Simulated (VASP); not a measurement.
All values below come from PBE GGA, VASP's PBE PAW potentials (set 64) (plane waves; VASP).

The input files of a VASP run:

### POSCAR
```
Sn
1.0
  0.0000000000   3.2849850000   3.2849850000
  3.2849850000   0.0000000000   3.2849850000
  3.2849850000   3.2849850000   0.0000000000
Sn
2
direct
  0.0053630000  -0.0038600000   0.0017690000
  0.2446370000   0.2538600000   0.2482310000
```

**INCAR**
```
ALGO=Normal
EDIFF=1E-09
ENCUT=420
GGA=PE
ISIF=2
ISMEAR=1
LASPH=.True.
LCHARG=.False.
LMAXMIX=4
LREAL=.False.
LWAVE=.False.
NELM=100
PREC=Accurate
SIGMA=0.1
SYSTEM=Sn
```

**KPOINTS**
```
Automatic mesh
0
Gamma
10 10 10
0 0 0
```

POTCAR, in this order: Sn_d (PBE.64 set). Program: vasp_std.

The resulting files:

**OUTCAR**
```
 ion  position               nearest neighbor table
   1  0.005  0.996  0.002-   2 2.82   2 2.82   2 2.86   2 2.89
   2  0.245  0.254  0.248-   1 2.82   1 2.82   1 2.86   1 2.89
  LATTYP: Found a face centered cubic cell.
 ALAT       =     6.5699700000
 Subroutine PRICEL returns:
 Original cell was already a primitive cell.
 Subroutine GETGRP returns: Found  2 space group operations
The static configuration has the point symmetry C_1 .
 The point group associated with its full space group is S_2 .
The dynamic configuration has the point symmetry C_1 .
 Subroutine INISYM returns: Found  2 space group operations
 Subroutine IBZKPT returns following result:
 Found    504 irreducible k-points:

 Following reciprocal coordinates:
            Coordinates               Weight
  0.000000  0.000000  0.000000      1.000000
  0.100000  0.000000  0.000000      2.000000
  0.000000  0.100000  0.000000      2.000000
  0.000000  0.000000  0.100000      2.000000
  0.100000  0.100000  0.100000      2.000000
  0.200000  0.000000  0.000000      2.000000
  0.000000  0.200000  0.000000      2.000000
  0.000000  0.000000  0.200000      2.000000
...
```

### OSZICAR
```
       N       E                     dE             d eps       ncg     rms          rms(c)
DAV:   1     0.194194642518E+03    0.19419E+03   -0.13568E+04 18164   0.194E+03
DAV:   2     0.106056110874E+02   -0.18359E+03   -0.18148E+03 18212   0.405E+02
DAV:   3    -0.714409685843E+01   -0.17750E+02   -0.17638E+02 20386   0.139E+02
DAV:   4    -0.769998346407E+01   -0.55589E+00   -0.55495E+00 20304   0.271E+01
DAV:   5    -0.772208154904E+01   -0.22098E-01   -0.22097E-01 24508   0.493E+00    0.308E+00
DAV:   6    -0.768545797265E+01    0.36624E-01   -0.28631E-02 21840   0.238E+00    0.180E+00
DAV:   7    -0.766774452762E+01    0.17713E-01   -0.47701E-02 19036   0.251E+00    0.167E-01
DAV:   8    -0.766944994774E+01   -0.17054E-02   -0.52997E-03 19390   0.940E-01    0.591E-02
DAV:   9    -0.766987656225E+01   -0.42661E-03   -0.62338E-04 22008   0.162E-01    0.164E-02
DAV:  10    -0.766988907078E+01   -0.12509E-04   -0.36152E-05 21596   0.603E-02    0.574E-03
DAV:  11    -0.766989358487E+01   -0.45141E-05   -0.84196E-06 18698   0.194E-02    0.170E-03
DAV:  12    -0.766989372194E+01   -0.13707E-06   -0.20160E-07 23472   0.421E-03    0.528E-04
DAV:  13    -0.766989367862E+01    0.43325E-07   -0.46490E-08 15322   0.125E-03    0.104E-04
DAV:  14    -0.766989368202E+01   -0.34065E-08   -0.19453E-09 18672   0.349E-04    0.193E-05
DAV:  15    -0.766989368526E+01   -0.32337E-08   -0.15169E-10  9900   0.129E-04    0.107E-05
DAV:  16    -0.766989368566E+01   -0.40518E-09   -0.47466E-11  9118   0.777E-05
   1 F= -.76698937E+01 E0= -.76698501E+01  d E =-.130657E-03
```

OUTCAR:
```
------------------------ aborting loop because EDIFF is reached ----------------------------------------
  FORCE on cell =-STRESS in cart. coord.  units (eV):
  Direction    XX          YY          ZZ          XY          YZ          ZX
  --------------------------------------------------------------------------------------
  Total        0.6876244      0.6859789      0.6873128      0.0755073     -0.1123916      0.4122008
  in kB       15.5393081     15.5021230     15.5322669      1.7063547     -2.5398869      9.3151379
  external PRESSURE =      15.5245660 kB  Pullay stress =       0.0000000 kB
  volume of cell :       70.90
      direct lattice vectors                 reciprocal lattice vectors
     0.000000000  3.284985000  3.284985000    -0.152207697  0.152207697  0.152207697
     3.284985000  0.000000000  3.284985000     0.152207697 -0.152207697  0.152207697
     3.284985000  3.284985000  0.000000000     0.152207697  0.152207697 -0.152207697
 POSITION                                       TOTAL-FORCE (eV/Angst)
 -----------------------------------------------------------------------------------
      3.27812      0.02343      3.28992         0.086912     -0.319762     -0.056209
      1.64936      1.61906      1.63756        -0.086912      0.319762      0.056209
 -----------------------------------------------------------------------------------
    total drift:                                0.000000      0.000000      0.000000
  FREE ENERGIE OF THE ION-ELECTRON SYSTEM (eV)
  ---------------------------------------------------
  free  energy   TOTEN  =        -7.6698936857 eV

  energy  without entropy=       -7.6697630283  energy(sigma->0) =       -7.66985013
```
(Selected blocks of OUTCAR.)

### OUTCAR
```
 val. band max:        5.2430890923   @ k =   0.0000   0.5000   0.0000

 cond. band min:       5.2514026134   @ k =   0.0000   0.0000   0.1000


 Fermi energy:         5.2465055557

 k-point     1 :       0.0000    0.0000    0.0000
  band No.  band energies     occupation
      1     -16.3722      2.00000
      2     -16.3620      2.00000
      3     -16.3460      2.00000
      4     -16.3058      2.00000
      5     -16.3046      2.00000
      6     -16.0332      2.00000
      7     -16.0238      2.00000
      8     -16.0197      2.00000
      9     -16.0193      2.00000
     10     -16.0175      2.00000
     11      -5.1068      2.00000
     12       4.3663      2.00000
     13       5.1972      1.73253
     14       5.3309     -0.00112
     15       5.5067     -0.00145
     16       7.2745      0.00000
     17       7.4230      0.00000
     18       7.5384      0.00000

 k-point     2 :       0.1000    0.0000    0.0000
  band No.  band energies     occupation
      1     -16.3772      2.00000
      2     -16.3664      2.00000
      3     -16.3434      2.00000
      4     -16.2984      2.00000
      5     -16.2967      2.00000
      6     -16.0398      2.00000
      7     -16.0362      2.00000
      8     -16.0360      2.00000
      9     -16.0066      2.00000
     10     -16.0021      2.00000
     11      -5.0153      2.00000
     12       3.4375      2.00000
     13       5.0345      2.01064
     14       5.1713      1.95345
     15       5.7346     -0.00000
     16       7.6191      0.00000
     17       7.7547      0.00000
     18       7.7806      0.00000

 k-point     3 :       0.0000    0.1000    0.0000
  band No.  band energies     occupation
      1     -16.3756      2.00000
      2     -16.3656      2.00000
      3     -16.3545      2.00000
      4     -16.2945      2.00000
      5     -16.2941      2.00000
      6     -16.0472      2.00000
      7     -16.0421      2.00000
      8     -16.0219      2.00000
      9     -16.0067      2.00000
...
```

Unless said otherwise, spin-orbit coupling is left out, though it shifts the bands of the heavy elements here.

The structure comes from a computed database's Sn entry; how it stands against other phases isn't given here. The cell was not relaxed at this level, atoms are displaced from their ideal sites. The run is one of a series of settings (EDIFF = 1E-09, ENCUT = 420, KPOINTS 10×10×10 Γ-centred mesh against the base run), some of them coarse on purpose.
